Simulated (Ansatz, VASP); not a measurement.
This is a calculation of NaY for VASP 6.6.1.

The input INCAR:

```
SYSTEM = NaY
  PREC = Accurate
  ENCUT = 600
  EDIFF = 1E-6
  ISMEAR = -1
  SIGMA = 0.05
  LREAL = .False.
  LASPH = .True.
  NELM = 60
  ALGO = Normal
  ISIF = 3
  LWAVE = .False.
  LCHARG = .False.
  GGA = PE
  IBRION = 2
  NSW = 40
  EDIFFG = -0.005
  PSTRESS = 0
```

Contents of KPOINTS:

```
regular mesh
0
Gamma
  7 7 7
  0 0 0
```

The input POSCAR:

```
NaY
1.0
    4.0118800000      0.0000000000      0.0000000000
    0.0000000000      4.0118800000      0.0000000000
    0.0000000000      0.0000000000      4.0118800000
Na Y
1 1
Direct
    0.0000000000      0.0000000000      0.0000000000
    0.5000000000      0.5000000000      0.5000000000
```

Potentials or basis: VASP PAW PBE potentials, release 64 (Na_pv, Y_sv).

Command:

```bash
$ cat potpaw_PBE.64/Na_pv/POTCAR potpaw_PBE.64/Y_sv/POTCAR > POTCAR
$ mpirun -np 1 vasp_std > vasp.out
```

Task: Translate it to Ansatz 0.2.0. Potentials there: Ansatz PAW.

Result: As run (the cutoff follows the program's own potentials):

File input.yaml:

```yaml
crystal:
  lattice:
    - [4.01188, 0.0, 0.0]
    - [0.0, 4.01188, 0.0]
    - [0.0, 0.0, 4.01188]
  atoms:
    - { symbol: Na, position: [0.0, 0.0, 0.0] }
    - { symbol: "Y", position: [0.5, 0.5, 0.5] }
hamiltonian:
  xc: pbe
  pseudopotentials: { kind: paw }
kpoints:
  mp_grid: { grid: [7, 7, 7] }
scf:
  occupations: { method: fermi_dirac, width: 0.05 }
output:
  forces: true
  stress: true
  eigenvalues: true
relax:
  f_tol: 0.01
  max_steps: 40
  cell: { stress_tol: 0.05 }
```

Potentials or basis: Ansatz PAW.

Run with:

```sh
$ ansatz run input.yaml --threads 2 --pin off --max-ram 5632MiB --backend cpu --events-out ev --progress --plain --runs-dir out
```

Both were run:

|  | VASP | Ansatz | Ansatz less VASP |
| --- | --- | --- | --- |
| gap on the k mesh at the Fermi level, each at its own relaxed structure (eV) | none | none | - |
| relaxed volume (Å³/atom) | 32.29 | 32.29 | 0.000 |
| relaxed cell length with the largest relative difference (Å) | 4.012 | 4.012 | 0.0000 |

A gap of «none» marks a metal or a gap that the smearing closes. The two sets of potentials don't hold the same shells in valence.

Caveats: the relaxation stopped at its first step, so nothing moved (VASP); the plane-wave basis is chosen anew once the cell has moved, so the energies of steps on either side of that aren't comparable (Ansatz).
